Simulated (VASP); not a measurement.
Wanted: the native input for a VASP 6.6.1 run.

```
Task                   : vibrations by finite differences
Functional             : PBE
Dispersion             : D4
Potentials or basis    : VASP PAW PBE potentials, release 64 (B, N)
Cutoff                 : 520 eV
k mesh                 : 15 × 15 × 6
Occupations            : gaussian, width 0.02 eV
Spin                   : no spin polarisation
Further INCAR settings : ALGO = Normal; EDIFF = 1e-08; IBRION = 6; POTIM = 0.015; NSW = 1
```

The structure of BN lies in POSCAR:

```
BN                                      
1.0
    2.5074214142      0.0000000000      0.0000000000
   -1.2537107071      2.1714906379      0.0000000000
    0.0000000000      0.0000000000      6.5290786054
  B               N             
     2     2
Direct
     0.3333333300000021    0.6666666699999979    0.2500000000000000
     0.6666666699999979    0.3333333300000021    0.7500000000000000
     0.3333333300000021    0.6666666699999979    0.7500000000000000
     0.6666666699999979    0.3333333300000021    0.2500000000000000
```

The input as run:

INCAR

```
PREC = Accurate
ENCUT = 520
EDIFF = 1E-8
ISMEAR = 0
SIGMA = 0.02
LREAL = F
LASPH = T
NELM = 60
ALGO = Normal
ISIF = 2
LWAVE = F
LCHARG = F
GGA = PE
IVDW = 13
IBRION = 6
NFREE = 2
POTIM = 0.015
NSW = 1
KPAR = 4
```

KPOINTS

```
Automatic mesh
0
Gamma
  15 15 6
```

Potentials or basis: VASP PAW PBE potentials, release 64 (B, N).

Launch:

```console
$ cat potpaw_PBE.64/B/POTCAR potpaw_PBE.64/N/POTCAR > POTCAR
$ mpirun -np 4 vasp_std > vasp.out
```

It gave:

| Item | Value |
| --- | --- |
| Highest phonon frequency at Γ, LO-TO splitting left out | 1349 cm⁻¹ |
| Dispersion energy per atom | -0.163 eV |

Wall time 120 s on 4 MPI ranks on Intel(R) Xeon(R) Platinum 8488C (Sapphire Rapids), with other jobs on the host, peak memory 0.39 GiB a rank.
